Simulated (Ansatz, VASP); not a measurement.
# C (Diamond): VASP beside Ansatz

One calculation is typed for both programs; each brings its own data sets and cutoff. How far apart do they land? The cell is taken from a series of VASP runs on this material, whose earlier steps may have relaxed, scaled or displaced it; both programs get it as it stands.

Program: Ansatz 0.2.0. Level of theory: plane waves, with VASP 6.6.1 beside it; single point at PBE with D3(BJ) and band structure at PBE with D3(BJ). Results are calculated unless marked as measured.

## 1. Starting point

The structure is cubic, space group Fd-3m (No. 227). The conventional cell has a = 3.559 Å, b = 3.559 Å, c = 3.559 Å, α = 90.00°, β = 90.00°, γ = 90.00°. Nearest to C lie 4 C at 1.54 Å.

## 2. VASP: single point, PBE with D3(BJ)

A single point gives forces, pressure and levels at one fixed geometry, so differences don't come from the geometry; what else differs is listed under the comparison.

Lines of VASP's logs that name or quote its potential files are left out, and so is its time.

Contents of INCAR:

```
SYSTEM = C
PREC = Accurate
ENCUT = 520
EDIFF = 1E-06
NELM = 100
ISMEAR = 0
SIGMA = 0.05
LREAL = .FALSE.
ALGO = Normal
GGA = PE
IVDW = 12
NBANDS = 10
LORBIT = 11
LWAVE = .FALSE.
LCHARG = .TRUE.
ISIF = 2
LELF = .TRUE.
LVHAR = .TRUE.
```

Contents of POSCAR:

```
C
1.0
    0.0000000000      1.7793663622      1.7793663622
    1.7793663622      0.0000000000      1.7793663622
    1.7793663622      1.7793663622      0.0000000000
C
2
Direct
    0.0000000000      0.0000000000      0.0000000000
    0.2500000000      0.2500000000      0.2500000000
```

Contents of KPOINTS:

```
Automatic mesh
0
Gamma
13 13 13
0 0 0
```

PAW data sets: C (PBE family, release 64).

Launch:

```bash
mpirun -np 2 vasp_std
```

Numbers of over 12 decimals in the logs are rounded to 6 here.

Output:

```text
[banner, memory and clock lines left out]
running    2 mpi-ranks, on    1 nodes
 distrk:  each k-point on    2 cores,    1 groups
 distr:  one band on    1 cores,    2 groups

 POSCAR found type information on POSCAR C
 POSCAR found :  1 types and       2 ions
 LDA part: xc-table for (Slater+PW92), standard interpolation
 POSCAR, INCAR and KPOINTS ok, starting setup
 FFT: planning ... GRIDC
 FFT: planning ... GRID_SOFT
 FFT: planning ... GRID
 WAVECAR not read
 entering main loop
       N       E                     dE             d eps       ncg     rms          rms(c)
DAV:   1    -0.834012932730E+00   -0.83401E+00   -0.48690E+03  1736   0.792E+02
DAV:   2    -0.184859692288E+02   -0.17652E+02   -0.16972E+02  2264   0.122E+02
DAV:   3    -0.188345756002E+02   -0.34861E+00   -0.34760E+00  1962   0.137E+01
DAV:   4    -0.188352597026E+02   -0.68410E-03   -0.68406E-03  1834   0.717E-01
DAV:   5    -0.188352605343E+02   -0.83170E-06   -0.83169E-06  1890   0.245E-02    0.561E+00
DAV:   6    -0.183460428286E+02    0.48922E+00   -0.27285E-01  1752   0.392E+00    0.335E+00
DAV:   7    -0.181814204995E+02    0.16462E+00   -0.32881E-01  1852   0.436E+00    0.771E-01
DAV:   8    -0.181831836770E+02   -0.17632E-02   -0.78677E-03  1748   0.715E-01    0.437E-02
DAV:   9    -0.181832180023E+02   -0.34325E-04   -0.65975E-05  2082   0.693E-02    0.240E-02
DAV:  10    -0.181832378835E+02   -0.19881E-04   -0.15532E-05  1732   0.380E-02    0.512E-03
DAV:  11    -0.181832379303E+02   -0.46782E-07   -0.19741E-07  1504   0.445E-03
   1 F= -.18568417E+02 E0= -.18568417E+02  d E =-.102274E-13
```

Parts of OUTCAR (step 2):

```text
ion  position               nearest neighbor table
   1  0.000  0.000  0.000-   2 1.54   2 1.54   2 1.54   2 1.54
   2  0.250  0.250  0.250-   1 1.54   1 1.54   1 1.54   1 1.54

  LATTYP: Found a face centered cubic cell.
 ALAT       =     3.5587327244

 Subroutine GETGRP returns: Found 48 space group operations
 (whereof 24 operations were pure point group operations)

The static configuration has the point symmetry T_d .
 The point group associated with its full space group is O_h .

 Found     84 irreducible k-points:

   k-points           NKPTS =     84   k-points in BZ     NKDIM =     84   number of bands    NBANDS=     10

   dimension x,y,z NGX =    20 NGY =   20 NGZ =   20
   dimension x,y,z NGXF=    40 NGYF=   40 NGZF=   40

   ENCUT  =  520.0 eV  38.22 Ry    6.18 a.u.   4.68  4.68  4.68*2*pi/ulx,y,z

   NELECT =       8.0000    total number of electrons

 k-points in reciprocal lattice and weights: Automatic mesh
   0.00000000  0.00000000  0.00000000       0.000
   0.07692308  0.00000000  0.00000000       0.004
   0.15384615  0.00000000  0.00000000       0.004
   0.23076923  0.00000000  0.00000000       0.004
   0.30769231  0.00000000  0.00000000       0.004
   0.38461538  0.00000000  0.00000000       0.004
   0.46153846  0.00000000  0.00000000       0.004
   0.07692308  0.07692308  0.00000000       0.003
   0.15384615  0.07692308  0.00000000       0.011
[...]
-0.30769231  0.46153846  0.15384615       0.011
  -0.30769231  0.46153846  0.23076923       0.011

 average (electrostatic) potential at core
       1 -45.2843       2 -45.2843

 E-fermi :  10.0627

 k-point     1 :       0.0000    0.0000    0.0000
  band No.  band energies     occupation
      1     -11.7403      2.00000
      2       9.8279      2.00000
      3       9.8279      2.00000
      4       9.8279      2.00000
      5      15.4363      0.00000
      6      15.4363      0.00000
      7      15.4363      0.00000
      8      23.3147      0.00000
      9      29.2081      0.00000
    ...

 k-point     2 :       0.0769    0.0000    0.0000
  band No.  band energies     occupation
      1     -11.5756      2.00000
      2       8.7568      2.00000
      3       9.5470      2.00000
      4       9.5470      2.00000
      5      15.8045      0.00000
      6      15.8045      0.00000
      7      16.0721      0.00000
      8      23.4515      0.00000
      9      29.4852      0.00000
    ...

 k-point     3 :       0.1538    0.0000    0.0000
  band No.  band energies     occupation
      1     -11.0832      2.00000
      2       6.4777      2.00000
      3       8.9140      2.00000
      4       8.9140      2.00000
      5      16.6372      0.00000
      6      16.6372      0.00000
      7      17.1123      0.00000
      8      23.8470      0.00000
      9      30.1001      0.00000
    ...

 Edisp (eV)   -0.38518

  Total       0.00214     0.00214     0.00214     0.00000     0.00000     0.00000
  in kB       0.30368     0.30368     0.30368     0.00000     0.00000     0.00000
  external pressure =        0.30 kB  Pullay stress =        0.00 kB

  energy-cutoff  :      520.00
  volume of cell :       11.27
      direct lattice vectors                 reciprocal lattice vectors
     0.000000000  1.779366362  1.779366362    -0.280998905  0.280998905  0.280998905
     1.779366362  0.000000000  1.779366362     0.280998905 -0.280998905  0.280998905
     1.779366362  1.779366362  0.000000000     0.280998905  0.280998905 -0.280998905

 POSITION                                       TOTAL-FORCE (eV/Angst)
 -----------------------------------------------------------------------------------
      0.00000      0.00000      0.00000         0.000000      0.000000      0.000000
      0.88968      0.88968      0.88968        -0.000000     -0.000000     -0.000000
 -----------------------------------------------------------------------------------
    total drift:                                0.000000      0.000000      0.000000

  FREE ENERGIE OF THE ION-ELECTRON SYSTEM (eV)
  ---------------------------------------------------
  free  energy   TOTEN  =       -18.5684173305 eV

  energy  without entropy=      -18.5684173305  energy(sigma->0) =      -18.56841733

 total charge
# of ion       s       p       d       tot
------------------------------------------
    1        0.830   1.755   0.000   2.585
    2        0.830   1.755   0.000   2.585
--------------------------------------------------
tot          1.661   3.510   0.000   5.171

[... 3 further parts left out ...]
```

The run ends at a pressure of 0.03 GPa.

## 3. Ansatz: single point, PBE with D3(BJ)

Ansatz runs on its default PAW (the set named soft_2) files.

The same cell, functional, mesh and smearing now go to Ansatz, which takes its cutoff from its data sets.

Contents of input.yaml:

```yaml
crystal:
  lattice:
    - [0.0, 1.7793663622, 1.7793663622]
    - [1.7793663622, 0.0, 1.7793663622]
    - [1.7793663622, 1.7793663622, 0.0]
  atoms:
    - { symbol: C, position: [0.0, 0.0, 0.0] }
    - { symbol: C, position: [0.25, 0.25, 0.25] }
hamiltonian:
  xc: pbe
  pseudopotentials: { kind: paw }
  dispersion: d3bj
kpoints:
  mp_grid: { grid: [13, 13, 13] }
scf:
  occupations: { method: gaussian, width: 0.05 }
  n_extra_bands: 4
output:
  forces: true
  stress: true
  eigenvalues: true
  write_density: true
  write_potential: true
  elf: true
  volumetric_format: npy
```

Launch:

```bash
ansatz run input.yaml --threads 2 --pin off --max-ram 4608MiB --backend cpu --events-out ev --progress --plain --runs-dir out
```

Output:

```text
scf.n_extra_bands = 4 over 4 filled bands (N_el = 8.0): the run solves 8 bands
Engine: ansatz 0.2.0, aarch64-unknown-linux-gnu
Pseudopotentials: kind: paw
Pseudopotential: C, paw, valence charge 4, recommended cutoff 420 eV (normal), C.paw.azcp
Functional definition: PBE
  parameter kappa = 0.804
  parameter beta = 0.066725
  exchange = pbe_x(kappa = kappa, mu = beta*pi^2/3)
  correlation = pbe_c(beta = beta)
Crystal: 2 atoms, lattice volume = 11.267 Å³
Basis set: ecut = 420 eV, 229 PW (Γ), exchange–correlation on 36×36×36 points (8 copies of the dense FFT grid, shifted against one another)
Bands: 8, of which v1, the nominal top of the filled ones, is band 4 counted from 1 (3 counted from 0)
Symmetry: 48 space group operations
Space group: Fd-3m (ITA 227), of the structure as read, at distance tolerance 2.2e-5 Å
k-points: 84 of 2197
Non-local potential: C, projectors of the file, l = 0: 2, l = 1: 2, l = 2: 1
PAW form: soft (Blöchl's): semilocal exchange-correlation on the pseudo side does not see the compensation charge
PAW one-centre angular grid: C, 110 points (default); XC on 64 Gauss nodes
Initial density: superposition of atomic densities (neutral atoms: chi_scale 0, normalization atom), corrected by the library's trained network
Initial wavefunctions: pseudopotential atomic-orbital guess
Functional: x = pbe(κ = 0.804, μ = 0.219515), c = pbe(β = 0.066725)
SCF iter   1: F=—  HF=-501.999100 eV  |F-HF|=—  |Δ(HF+E_count)|=         —  Δρ=1.72e-3  dr2=6.95e-5  ethr=1.77e-3  ⟨swp⟩=4.8  Hψ=4370  notcnv=0
preconditioner: auto → none  [insulator: Δε(μ)=4.172 eV  Ē_g=19.731 eV  σ=0.050 eV  W_gap=1.00  n_scr=0 (ndim 8)  ℏωp=31.3 eV  f_vac=0.000  D(μ)=0.00/eV (n_scr^D=0)  ε∞_Penn≈3.5]
SCF iter   2: F=—  HF=-501.999198 eV  |F-HF|=—  |Δ(HF+E_count)|=   9.81e-5  Δρ=8.89e-4  dr2=2.03e-5  ethr=8.68e-7  ⟨swp⟩=2.0  Hψ=1676  notcnv=0
SCF iter   3: F=—  HF=-501.999256 eV  |F-HF|=—  |Δ(HF+E_count)|=   5.78e-5  Δρ=1.40e-4  dr2=1.46e-6  ethr=2.54e-7  ⟨swp⟩=2.1  Hψ=997  notcnv=0
SCF iter   4: F=—  HF=-501.999255 eV  |F-HF|=—  |Δ(HF+E_count)|=   4.49e-7  Δρ=6.51e-5  dr2=2.97e-7  ethr=1.82e-8  ⟨swp⟩=1.0  Hψ=676  notcnv=0
iter 5 did not close the SCF: its close was put off for the readings that it lacked (scf_convergence_deferred on its scf_iter line)
SCF iter   5: F=-501.999255 eV  HF=-501.999255 eV  |F-HF|=1.38e-9  |Δ(HF+E_count)|=   6.97e-8  Δρ=8.59e-6  dr2=3.99e-9  ethr=3.71e-9  ⟨swp⟩=2.2  Hψ=993  notcnv=0
SCF iter   6: F=-501.999255 eV  HF=-501.999255 eV  |F-HF|=4.32e-11  |Δ(HF+E_count)|=  7.90e-10  Δρ=1.57e-6  dr2=1.29e-10  ethr=4.98e-11  ⟨swp⟩=4.1  Hψ=3042  notcnv=0
SCF 1 converged in 6 iterations: F = -501.999255 eV  dr2 = 1.29e-10
  greatest PAW one-centre occupation: 0.645 electrons in one spin orbital (limit 2), on the C atom at site 1 (counted from 0), in its partial waves of l = 0
SCF converged after 6 iterations
Free energy (F): -501.999255 eV
Harris-Foulkes:  -501.999255 eV  (|F-HF|=4.32e-11)
Internal energy: -501.999255 eV  (E = F + TS)
E sigma→0 (E₀):  -501.999255 eV
Fermi energy:    15.520313 eV
--- Per-component energies (eV) ---
  E_band       = 35.349442
  E_kinetic    = 185.001395
  E_local      = -121.908591  (includes V_loc(G=0)·N_el)
  E_nonlocal   = 53.400049
  E_hartree    = 26.674409
  E_xc         = -97.552252
  E_vxc        = -121.115883  (∫ρ·V_xc dr)
  E_paw        = -198.484754  (= ΣΔE_a)
  E_vpaw       = -13.376274  (= ΣTr[D̂ρ^β])
  E_aug_tail   = 0.000017  (compensation charges beyond the density's cutoff)
  E_ewald      = -348.744289
  E_disp       = -0.385239  (pairwise vdW)
  E_smearing   = -0.000000  (= −TS)
  E_closure    = 0.000000  (closes the sum)
  Σ components = -501.999255   (vs F -501.999255, Δ=0.00e0)
--- Forces (eV/Å), atoms counted from 1 ---
  atom   1  C      0.00000000     0.00000000     0.00000000
  atom   2  C      0.00000000     0.00000000     0.00000000
  max |Σ_I F_I| component: 1.71e-16 eV/Å
--- Stress (GPa, compression-positive) ---
       -0.679381       0.000000       0.000000
        0.000000      -0.679381      -0.000000
        0.000000       0.000000      -0.679381
  P = ⅓ Tr σ = -0.6794 GPa (-6.794 kbar)
--- Band table (eV; the first three rows and the last of 84) ---
  k-point 0: bands = ["-8.1315", "13.4381", "13.4381", "13.4381", "19.0509", "19.0509", "19.0509", "26.8704"]
  k-point 1: bands = ["-7.9669", "12.3657", "13.1570", "13.1570", "19.4190", "19.4190", "19.6865", "27.0083"]
  k-point 2: bands = ["-7.4748", "10.0864", "12.5232", "12.5232", "20.2519", "20.2519", "20.7223", "27.4091"]
  k-point 83: bands = ["0.6152", "2.0707", "4.7280", "5.7130", "23.6625", "23.7583", "25.6004", "26.8980"]
```

Run time: 0.88 s. Hardware: 2 threads of Arm Neoverse N1, shared host; peak memory 0.25 GiB; 1.4 s of CPU time.

The run ends at a pressure of -0.68 GPa.

## 4. Comparison

Known differences besides the potentials themselves: the cutoff is 420 eV in Ansatz and 520 eV in VASP; VASP leaves aspherical gradient terms in its spheres out (LASPH is not set), Ansatz keeps them. Total energies have different zeros and are not compared.

The two programs side by side:

```tsv
quantity	Ansatz	VASP	difference
pressure (GPa)	-0.68	0.03	-0.71
pressure without Ansatz's Pulay correction (GPa)	-1.71	0.03	-1.74
gap on the k mesh (eV)	4.165	4.157	+0.008
```

A gap on the mesh is an upper bound, since the band edges may lie between its points. Ansatz's pressure holds a Pulay correction of 1.03 GPa; VASP's holds none.

(Continued in part 2 of 2.)

[Lines on the potential files, build, host, timing and source positions are cut from VASP's logs without a mark.]

[Logs are printed without paths, hosts, clocks, repeated set-up lines and the standing remarks that a program may print on its own settings, such as how far it seeks lower states.]

[Hosts, paths, dates, database ids (printed as entryN), source tags and the programs' standing remarks are cut or masked in the printed files.]
